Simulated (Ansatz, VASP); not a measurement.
**Cross-check of TaN between VASP and Ansatz**

One calculation is typed for both programs; each brings its own data sets. How far apart do they land? The cell is taken from a series of runs on this material, whose earlier steps may have relaxed, scaled, displaced or heated it; both programs get it as it stands.

Calculated with Ansatz 0.2.0; plane waves, with VASP 6.6.1 beside it; zone-centre phonons at PBEsol.

## (1) Set-up

The structure is hexagonal, space group P-6m2 (No. 187). Conventional cell: a = 2.905 Å, b = 2.905 Å, c = 2.985 Å, α = 90.00°, β = 90.00°, γ = 120.00°. Nearest to N lie 6 Ta at 2.25 Å. Ta has 6 N at 2.25 Å nearest. Farther neighbours and most contacts between anions are not listed.

As a file:

```cif
data_structure
_symmetry_space_group_name_H-M 'P-6m2'
_symmetry_Int_Tables_number 187
_cell_length_a 2.9047
_cell_length_b 2.9047
_cell_length_c 2.9854
_cell_angle_alpha 90.000
_cell_angle_beta 90.000
_cell_angle_gamma 120.000
_cell_volume 21.81
loop_
_atom_site_label
_atom_site_type_symbol
_atom_site_symmetry_multiplicity
_atom_site_Wyckoff_symbol
_atom_site_fract_x
_atom_site_fract_y
_atom_site_fract_z
_atom_site_occupancy
N1 N 1 e 0.66667 0.33333 0.00000 1
Ta1 Ta 1 b 0.00000 0.00000 0.50000 1
```

## (2) Ansatz: zone-centre phonons, PBEsol

Ansatz runs on its PAW soft_1 files.

Second derivatives magnify differences that forces hide, and they need a tight electronic threshold.

input.yaml reads:

```yaml
crystal:
  lattice:
    - [2.9047478575, 0.0, 0.0]
    - [-1.4523739287, 2.5155854362, 0.0]
    - [0.0, 0.0, 2.9854309192]
  atoms:
    - { symbol: "N", position: [0.6666666683, 0.3333333317, 0.0] }
    - { symbol: Ta, position: [-1.6e-09, 1.6e-09, 0.5] }
kpoints:
  mp_grid: { grid: [18, 18, 16] }
hamiltonian:
  xc: pbesol
  pseudopotentials: { kind: paw, azcp: { folder: soft_1 }, xc_functional: pbe }
scf:
  occupations: { method: methfessel_paxton, width: 0.2 }
output:
  eigenvalues: true
phonons:
  method: dfpt
```

Run with:

```bash
> ansatz run input.yaml --threads 4 --pin off --max-ram 10240MiB --backend cpu --events-out ev --progress --plain --runs-dir out
```

Numbers of over 12 decimals in the logs are rounded to 6 here.

What it wrote:

```text
zone centre: on kpoints.mp_grid the ground state, and the responses unless they are solved on pairs of k-points, stand on 819 of the mesh's 5184 k-points, reduced under 4 symmetry operations, with k and −k counted as one. Each operation leaves every solved displacement unchanged or reverses it
Engine: ansatz 0.2.0, x86_64-unknown-linux-gnu
Pseudopotentials: kind: paw
Pseudopotential: N, paw, valence charge 5, recommended cutoff 420 eV (normal), soft_1/N.paw.azcp
Pseudopotential: Ta, paw, valence charge 13, recommended cutoff 420 eV (normal), soft_1/Ta.paw.azcp
Functional definition: PBEsol
  exchange = pbesol_x
  correlation = pbesol_c
Crystal: 2 atoms, lattice volume = 21.815 Å³
Basis set: ecut = 420 eV, 405 PW (Γ), exchange–correlation on 40×40×40 points (8 copies of the dense FFT grid, shifted against one another)
Bands: 13, of which v1, the nominal top of the filled ones, is band 9 counted from 1 (8 counted from 0)
Symmetry: 12 space group operations
k-points: 819 of 5184 (irreducible under 4 space group operations, time reversal used)
Non-local potential: N, projectors of the file, l = 0: 2, l = 1: 2, l = 2: 1
Non-local potential: Ta, projectors of the file, l = 0: 3, l = 1: 2, l = 2: 2, l = 3: 1
PAW form: soft (Blöchl's): semilocal exchange-correlation on the pseudo side does not see the compensation charge
PAW frozen core: N, regenerated for the run's functional, and the local potential with it (the file was generated under x = pbe(κ = 0.804, μ = 0.219515), c = pbe(β = 0.066725))
PAW frozen core: Ta, regenerated for the run's functional, and the local potential with it (the file was generated under x = pbe(κ = 0.804, μ = 0.219515), c = pbe(β = 0.066725))
PAW one-centre angular grid: N, 110 points (default); XC on 64 Gauss nodes
PAW one-centre angular grid: Ta, 590 points (default); XC on 64 Gauss nodes
Initial density: superposition of atomic densities (chi_scale 0.1, normalization cell, long waves kept (reshape's long-wave potential 0.00 eV rms))
Initial wavefunctions: pseudopotential atomic-orbital guess
Functional: x = pbesol(κ = 0.804, μ = 0.123457), c = pbesol(β = 0.046)
SCF iter   1: F=—  HF=-10188.522231 eV  |F-HF|=—  |Δ(HF+E_count)|=         —  Δρ=4.91e-2  dr2=3.09e-1  ethr=3.10e-3  ⟨swp⟩=5.0  Hψ=53181  notcnv=0
preconditioner: auto → none  [metal: Δε(μ)=0.054 eV  Ē_g=10.920 eV  σ=0.200 eV  W_gap=0.22  n_scr=8 (ndim 8)  ℏωp=25.1 eV  f_vac=0.000  D(μ)=0.06/eV (n_scr^D=0)  sad-step TF]
SCF iter   2: F=—  HF=-10188.502278 eV  |F-HF|=—  |Δ(HF+E_count)|=   2.00e-2  S|Δr|=    0.00e0  Δρ=3.06e-2  dr2=1.31e-1  ethr=1.71e-3  ⟨swp⟩=1.0  Hψ=17201  notcnv=0
SCF iter   3: F=—  HF=-10188.480834 eV  |F-HF|=—  |Δ(HF+E_count)|=   2.14e-2  S|Δr|=    0.00e0  Δρ=1.60e-3  dr2=2.73e-4  ethr=7.30e-4  ⟨swp⟩=2.9  Hψ=17018  notcnv=0
SCF iter   4: F=—  HF=-10188.480866 eV  |F-HF|=—  |Δ(HF+E_count)|=   3.19e-5  S|Δr|=    0.00e0  Δρ=3.80e-4  dr2=2.52e-5  ethr=1.52e-6  ⟨swp⟩=2.2  Hψ=15594  notcnv=0
SCF iter   5: F=—  HF=-10188.480862 eV  |F-HF|=—  |Δ(HF+E_count)|=   4.15e-6  S|Δr|=    0.00e0  Δρ=4.45e-5  dr2=2.89e-7  ethr=1.40e-7  ⟨swp⟩=2.0  Hψ=14335  notcnv=0
SCF iter   6: F=—  HF=-10188.480861 eV  |F-HF|=—  |Δ(HF+E_count)|=   7.82e-7  S|Δr|=    0.00e0  Δρ=7.20e-6  dr2=3.58e-9  ethr=1.60e-9  ⟨swp⟩=2.0  Hψ=16348  notcnv=0
SCF iter   7: F=—  HF=-10188.480861 eV  |F-HF|=—  |Δ(HF+E_count)|=   1.07e-9  S|Δr|=    0.00e0  Δρ=1.10e-6  dr2=6.57e-11  ethr=1.99e-11  ⟨swp⟩=2.9  Hψ=18044  notcnv=0
SCF iter   8: F=-10188.480861 eV  HF=-10188.480861 eV  |F-HF|=3.64e-12  |Δ(HF+E_count)|=  3.82e-11  S|Δr|=    0.00e0  Δρ=6.12e-8  dr2=5.35e-13  ethr=1.00e-12  ⟨swp⟩=5.9  Hψ=44842  notcnv=0
SCF 1 converged in 8 iterations: F = -10188.480861 eV  dr2 = 5.35e-13
  greatest PAW one-centre occupation: 0.999 electrons in one spin orbital (limit 2), on the Ta atom at site 1 (counted from 0), in its partial waves of l = 0
DFPT response loops at Γ: preconditioner auto → Kerker (q_TF=auto, 2.642 Å⁻¹) (partly filled bands, converged f_vac=0.000); β = 1.00, the filter's whole step (`scf.mixing.beta` (0.50) is not read by the response loops under this deck's `scf.mixing.preconditioner`; to damp them name `kerker` or `kerker_dos`, under which they read `scf.mixing.beta`, and type it under 1.00, their step now; both keys bind the ground state too); Broyden in place of MSR1
SCF converged after 8 iterations
Stability not checked: this state was not tested for a lower state beside it, because cold or Methfessel-Paxton smearing, or corrected tetrahedra, fill the levels in a way that the test cannot read (fill_not_monotonic; see scf.lower_state_search)
Free energy (F): -10188.480861 eV
Harris-Foulkes:  -10188.480861 eV  (|F-HF|=3.64e-12)
Internal energy: -10188.481062 eV  (E = F + TS)
E sigma→0 (E₀):  -10188.480911 eV
Entropy (-TS):   0.000201 eV (0.100 meV/atom)
Fermi energy:    19.636204 eV
--- Per-component energies (eV) ---
  E_band       = -60.829037
  E_kinetic    = 521.320038
  E_local      = -595.233618  (includes V_loc(G=0)·N_el)
  E_nonlocal   = 26.290927
  E_hartree    = 210.617371
  E_xc         = -378.436375
  E_vxc        = -309.443449  (∫ρ·V_xc dr)
  E_paw        = -8304.346886  (= ΣΔE_a)
  E_vpaw       = -124.998615  (= ΣTr[D̂ρ^β])
  E_aug_tail   = 0.000941  (compensation charges beyond the density's cutoff)
  E_ewald      = -1668.935272
  E_core_change = 0.241812  (= ΣΔE_core)
  E_smearing   = 0.000201  (= −TS)
  E_closure    = 0.000000  (closes the sum)
  Σ components = -10188.480861   (vs F -10188.480861, Δ=0.00e0)
--- Band table (eV; the first three rows and the last of 819) ---
  k-point 0: bands = [... 5 lower, 15.3560, 15.5451, 15.5451, 16.5163, 22.1800, 22.9613, 22.9613, 23.5392]
  k-point 1: bands = [... 5 lower, 14.9834, 15.5750, 15.5750, 16.8376, 22.3156, 22.4803, 22.4803, 23.9009]
  k-point 2: bands = [... 5 lower, 14.2545, 15.6614, 15.6614, 17.4483, 21.7721, 21.7721, 22.6895, 24.2489]
  k-point 818: bands = [... 5 lower, 12.3651, 13.0040, 15.5697, 18.4936, 23.8242, 24.2294, 25.6676, 26.6336]
--- Phonons (Γ-DFPT): 4 representative perturbations + reference, on 819 of 5184 k-points (Σ response iterations 12) ---
  k mesh reduced under 4 symmetry operations, with k and −k counted as one. Each operation leaves every solved displacement unchanged or reverses it
  ASR residual: 3.964e-5 → 0.000e0 eV/Å²; symmetrization residual: 1.754e-6 eV/Å²
  ASR residual per site (eV/Å²): 2.71e-5 3.96e-5
  Γ frequencies (cm⁻¹): 0.00 0.00 0.00 482.35 495.55 495.55
  non-analytic LO–TO correction: not included (Born effective charges unavailable; polar crystals: no LO–TO splitting at Γ)
```

(Part 1 of 2 ends here.)

[Lines on the potential files, build, host, timing and source positions are cut from VASP's logs without a mark.]

[Logs are printed without paths, hosts, clocks, repeated set-up lines and the standing remarks that a program may print on its own settings, such as how far it seeks lower states.]

[Hosts, paths, dates, database ids (printed as entryN), source tags and the programs' standing remarks are cut or masked in the printed files.]
